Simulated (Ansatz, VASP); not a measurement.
# Cross-check of Ti2CO2 (Ti2CO2 MXene bilayer, AB) between VASP and Ansatz, part 2 of 2

Aim: how closely do two programs agree when they are given the same cell, functional and k mesh? The cell is taken from a series of runs on this material, whose earlier steps may have relaxed, scaled, displaced or heated it; both programs get it as it stands.

VASP 6.6.1 and Ansatz 0.2.0.

So far: Set-up; Ansatz: single point, r2SCAN with D4.

## 3. VASP: single point, r2SCAN with D4

Level of this step: r2SCAN with D4, no spin polarisation; plane waves and PAW (O, Ti_sv, C) (VASP).

The same cell, functional, mesh and smearing now go to VASP, with its own data sets.

Lines of VASP's logs that name or quote its potential files are left out, and so is its time.

Contents of INCAR:

```
SYSTEM = Ti2CO2
PREC = Accurate
ENCUT = 580
EDIFF = 1E-06
NELM = 300
ISMEAR = -1
SIGMA = 0.05
LREAL = .FALSE.
ALGO = Normal
METAGGA = R2SCAN
IVDW = 13
VDW_S6 = 1
VDW_S8 = 0.6018749
VDW_A1 = 0.51559235
VDW_A2 = 5.77342911
LASPH = .TRUE.
NBANDS = 50
LORBIT = 11
LWAVE = .FALSE.
LCHARG = .FALSE.
ISIF = 2
LDIPOL = .TRUE.
IDIPOL = 3
DIPOL = 0.5 0.5 0.5
LVHAR = .TRUE.
GGA_COMPAT = .FALSE.
EFERMI = MIDGAP
NELMDL = -8
LMIXTAU = .TRUE.
KPAR = 2
AMIX = 0.1
BMIX = 1E-04
```

Contents of POSCAR:

```
Ti2CO2
1.0
    3.0138479305      0.0000000000      0.0000000000
   -1.5069239653      2.6100688710      0.0000000000
    0.0000000000      0.0000000000     29.8744625065
O Ti C
4 4 2
Direct
    0.3333333333      0.6666666666      0.3012606502
    0.6666666666      0.3333333333      0.4484683746
    0.6666666666      0.3333333333      0.5515316254
    0.9999999999      1.0000000000      0.6987393498
    0.6666666666      0.3333333333      0.3312323931
    0.3333333333      0.6666666666      0.4185337998
    0.9999999999      1.0000000000      0.5814662002
    0.6666666666      0.3333333333      0.6687676069
    0.9999999999      1.0000000000      0.3748887060
    0.3333333333      0.6666666666      0.6251112940
```

Contents of KPOINTS:

```
Automatic mesh
0
Gamma
18 18 1
0 0 0
```

The projector-augmented-wave data sets are O, Ti_sv and C (PBE family, release 64).

On the command line:

```bash
> mpirun -np 2 vasp_std
```

Numbers of over 12 decimals in the logs are rounded to 6 here.

What it wrote:

```text
[banner, memory and clock lines left out]
running    2 mpi-ranks, on    1 nodes
 distrk:  each k-point on    1 cores,    2 groups
 distr:  one band on    1 cores,    1 groups

 POSCAR found type information on POSCAR O TiC
 POSCAR found :  3 types and      10 ions
|                                                                             |
|               ----> ADVICE to this user running VASP <----                  |
|                                                                             |
|     You enforced a specific xc type in the INCAR file but a different       |
|     [... a line on the potential file left out ...]
|     I HOPE YOU KNOW WHAT YOU ARE DOING!                                     |
|                                                                             |

 LDA part: xc-table for (None), standard interpolation
 POSCAR, INCAR and KPOINTS ok, starting setup
 FFT: planning ... GRIDC
 FFT: planning ... GRID_SOFT
 FFT: planning ... GRID
 WAVECAR not read
 entering main loop
       N       E                     dE             d eps       ncg     rms          rms(c)
DAV:   1     0.120526495973E+04    0.12053E+04   -0.43701E+04  3988   0.179E+03
DAV:   2     0.570920441375E+02   -0.11482E+04   -0.11060E+04  4134   0.548E+02
DAV:   3    -0.145521564581E+03   -0.20261E+03   -0.19770E+03  5400   0.215E+02
DAV:   4    -0.167120954418E+03   -0.21599E+02   -0.21560E+02  6136   0.635E+01
DAV:   5    -0.168528364793E+03   -0.14074E+01   -0.14070E+01  5648   0.159E+01
DAV:   6    -0.168573325191E+03   -0.44960E-01   -0.44958E-01  5688   0.284E+00
DAV:   7    -0.168574613579E+03   -0.12884E-02   -0.12884E-02  5640   0.493E-01
DAV:   8    -0.168574651006E+03   -0.37427E-04   -0.37426E-04  5808   0.844E-02    0.416E+01
DAV:   9    -0.135689586371E+03    0.32885E+02   -0.12674E+01  4880   0.312E+01    0.328E+01
DAV:  10    -0.117880754098E+03    0.17809E+02   -0.11686E+02  4708   0.824E+01    0.138E+01
DAV:  11    -0.125532082431E+03   -0.76513E+01   -0.94194E+01  4648   0.691E+01    0.214E+01
DAV:  12    -0.123716352649E+03    0.18157E+01   -0.36702E+00  4608   0.149E+01    0.151E+01
DAV:  13    -0.118587230535E+03    0.51291E+01   -0.10788E+01  4784   0.225E+01    0.349E+00
DAV:  14    -0.118363791485E+03    0.22344E+00   -0.88962E-01  5286   0.502E+00    0.277E+00
[...]
DAV:  23    -0.118172894524E+03    0.45405E-02   -0.12665E-02  4880   0.813E-01    0.194E-01
DAV:  24    -0.118172461977E+03    0.43255E-03   -0.83575E-04  5456   0.171E-01    0.125E-01
DAV:  25    -0.118172268585E+03    0.19339E-03   -0.25626E-04  5914   0.759E-02    0.906E-02
DAV:  26    -0.118172108594E+03    0.15999E-03   -0.29580E-04  5220   0.942E-02    0.324E-02
DAV:  27    -0.118172122355E+03   -0.13762E-04   -0.36421E-05  5148   0.407E-02    0.194E-02
DAV:  28    -0.118172118472E+03    0.38836E-05   -0.38499E-06  3726   0.133E-02    0.147E-02
DAV:  29    -0.118172112466E+03    0.60054E-05   -0.51057E-06  4036   0.161E-02    0.133E-02
DAV:  30    -0.118172112635E+03   -0.16902E-06   -0.56097E-06  4138   0.192E-02
   1 F= -.11887416E+03 E0= -.11887408E+03  d E =-.156327E-03
```

Parts of OUTCAR (step 3):

```text
ion  position               nearest neighbor table
   1  0.333  0.667  0.301-   5 1.96   5 1.96   5 1.96
   2  0.667  0.333  0.448-   6 1.96   6 1.96   6 1.96
   3  0.667  0.333  0.552-   7 1.96   7 1.96   7 1.96
   4  1.000  0.000  0.699-   8 1.96   8 1.96   8 1.96
   5  0.667  0.333  0.331-   1 1.96   1 1.96   1 1.96   9 2.17   9 2.17   9 2.17
   6  0.333  0.667  0.419-   2 1.96   2 1.96   2 1.96   9 2.17   9 2.17   9 2.17
   7  1.000  0.000  0.581-   3 1.96   3 1.96   3 1.96  10 2.17  10 2.17  10 2.17
   8  0.667  0.333  0.669-   4 1.96   4 1.96   4 1.96  10 2.17  10 2.17  10 2.17
   9  1.000  0.000  0.375-   6 2.17   6 2.17   6 2.17   5 2.17   5 2.17   5 2.17
  10  0.333  0.667  0.625-   7 2.17   7 2.17   7 2.17   8 2.17   8 2.17   8 2.17

  LATTYP: Found a hexagonal cell.
 ALAT       =     3.0138479305
 C/A-ratio  =     9.9123987658

 Subroutine GETGRP returns: Found 12 space group operations
 (whereof  6 operations were pure point group operations)

The static configuration has the point symmetry C_3v.
 The point group associated with its full space group is D_3d.

 Found     37 irreducible k-points:

   k-points           NKPTS =     37   k-points in BZ     NKDIM =     37   number of bands    NBANDS=     50

   dimension x,y,z NGX =    24 NGY =   24 NGZ =  240
   dimension x,y,z NGXF=    48 NGYF=   48 NGZF=  480

   ENCUT  =  580.0 eV  42.63 Ry    6.53 a.u.   5.92  5.92 58.66*2*pi/ulx,y,z

   NELECT =      80.0000    total number of electrons

 k-points in reciprocal lattice and weights: Automatic mesh
   0.00000000  0.00000000  0.00000000       0.003
   0.05555556 -0.00000000  0.00000000       0.019
   0.11111111 -0.00000000  0.00000000       0.019
   0.16666667 -0.00000000  0.00000000       0.019
   0.22222222 -0.00000000  0.00000000       0.019
   0.27777778  0.00000000  0.00000000       0.019
   0.33333333 -0.00000000  0.00000000       0.019
   0.38888889 -0.00000000  0.00000000       0.019
   0.44444444 -0.00000000  0.00000000       0.019
[...]
0.33333333  0.27777778  0.00000000       0.037
   0.33333333  0.33333333  0.00000000       0.006

 dipolmoment           0.000000      0.000000      0.000000 electrons x Angstroem

 average (electrostatic) potential at core
       1 -79.4407       2 -79.4532       3 -79.4532       4 -79.4407       5 -86.2381
       6 -86.2365       7 -86.2365       8 -86.2381       9 -55.4585      10 -55.4585

 E-fermi :   0.2562

 k-point     1 :       0.0000    0.0000    0.0000
  band No.  band energies     occupation
    ...
     36      -1.0506      2.00000
     37       0.0143      1.98426
     38       0.0143      1.98426
     39       0.0236      1.98109
     40       0.0236      1.98109
     41       0.8917      0.00001
     42       0.8917      0.00001
     43       0.8925      0.00001
     44       0.8925      0.00001
     45       1.7398      0.00000
    ...

 k-point     2 :       0.0556   -0.0000    0.0000
  band No.  band energies     occupation
    ...
     36      -1.0015      2.00000
     37      -0.3795      1.99999
     38      -0.3705      1.99999
     39      -0.2326      1.99989
     40      -0.2248      1.99987
     41       1.0590      0.00000
     42       1.0605      0.00000
     43       1.1471      0.00000
     44       1.1503      0.00000
     45       1.5891      0.00000
    ...

 k-point     3 :       0.1111   -0.0000    0.0000
  band No.  band energies     occupation
    ...
     36      -1.1328      2.00000
     37      -1.0675      2.00000
     38      -0.9163      2.00000
     39      -0.6463      2.00000
     40      -0.6397      2.00000
     41       1.0554      0.00000
     42       1.0702      0.00000
     43       1.5152      0.00000
     44       1.5195      0.00000
     45       1.6853      0.00000
    ...

  DFT-D4 for vdW energy calculation

  Edisp (eV):   -0.70205

  Total       0.69482     0.69482     0.25900    -0.00000    -0.00000     0.00000
  in kB       4.73707     4.73707     1.76575    -0.00000    -0.00000     0.00000
  external pressure =        3.75 kB  Pullay stress =        0.00 kB

  energy-cutoff  :      580.00
  volume of cell :      235.00
      direct lattice vectors                 reciprocal lattice vectors
     3.013847930  0.000000000  0.000000000     0.331801744  0.191565826  0.000000000
    -1.506923965  2.610068871  0.000000000     0.000000000  0.383131653  0.000000000
     0.000000000  0.000000000 29.874462506     0.000000000  0.000000000  0.033473406

 POSITION                                       TOTAL-FORCE (eV/Angst)
 -----------------------------------------------------------------------------------
     -0.00000      1.74005      9.00000         0.000000     -0.000000     -0.081303
      1.50692      0.87002     13.39775         0.000000     -0.000000      0.080132
      1.50692      0.87002     16.47671        -0.000000      0.000000     -0.080132
      3.01385      0.00000     20.87446         0.000000      0.000000      0.081303
      1.50692      0.87002      9.89539         0.000000     -0.000000      0.049747
     -0.00000      1.74005     12.50347         0.000000      0.000000     -0.052230
      3.01385      0.00000     17.37099        -0.000000      0.000000      0.052230
      1.50692      0.87002     19.97907        -0.000000      0.000000     -0.049747
      3.01385      0.00000     11.19960        -0.000000     -0.000000      0.000955
     -0.00000      1.74005     18.67486        -0.000000      0.000000     -0.000955
 -----------------------------------------------------------------------------------
    total drift:                                0.000002      0.000001      0.000000

  FREE ENERGIE OF THE ION-ELECTRON SYSTEM (eV)
  ---------------------------------------------------
  free  energy   TOTEN  =      -118.8741579541 eV

  energy  without entropy=     -118.8740016268  energy(sigma->0) =     -118.87407979

 vacuum level on the upper side and lower side of the slab         5.983         5.983

 total charge
# of ion       s       p       d       tot
------------------------------------------
    1        1.579   3.495   0.000   5.074
    2        1.580   3.494   0.000   5.073
    3        1.580   3.494   0.000   5.073
    4        1.579   3.495   0.000   5.074
    5        2.206   6.278   1.801  10.285
    6        2.206   6.278   1.802  10.287
    7        2.206   6.278   1.802  10.287
    8        2.206   6.278   1.801  10.285
    9        0.899   1.556   0.000   2.455
   10        0.899   1.556   0.000   2.455
--------------------------------------------------
tot         16.939  42.202   7.206  66.347

[... 3 further parts left out ...]
```

## 4. Differences

Known differences besides the potentials themselves: VASP keeps PBE cores, Ansatz makes them for the functional; the cutoff is 500 eV in Ansatz and 580 eV in VASP; in our runs with r2SCAN, forces from VASP's data set Ti_sv part from Ansatz's all-electron ones, so neither program is the reference here. Total energies have different zeros and are not compared.

Both answers:

| quantity | Ansatz | VASP | difference |
| --- | --- | --- | --- |
| gap on the k mesh (eV) | 0.517 | 0.544 | -0.027 |

A gap on the mesh is an upper bound, since the band edges may lie between its points. With vacuum in the cell, a pressure given here is an average over mostly empty space and none of the material.

## 5. Summary of results

```yaml
difference_in_gap_on_the_k_mesh_single_point_r2scan_with_d4: -0.027 eV
```

**Reading.** The difference in gap on the k mesh is -0.027 eV (single point, r2SCAN with D4), within the 0.08 eV picked in this series as the mark of a large difference. VASP runs on this material, other cells of it included, that failed, so that no pair exists: single point, r2SCAN (not converged). How closely two codes agree says nothing of how well the functional describes the real material.

[Lines on the potential files, build, host, timing and source positions are cut from VASP's logs without a mark.]

[Logs are printed without paths, hosts, clocks, repeated set-up lines and the standing remarks that a program may print on its own settings, such as how far it seeks lower states.]

[Hosts, paths, dates, database ids (printed as entryN), source tags and the programs' standing remarks are cut or masked in the printed files.]
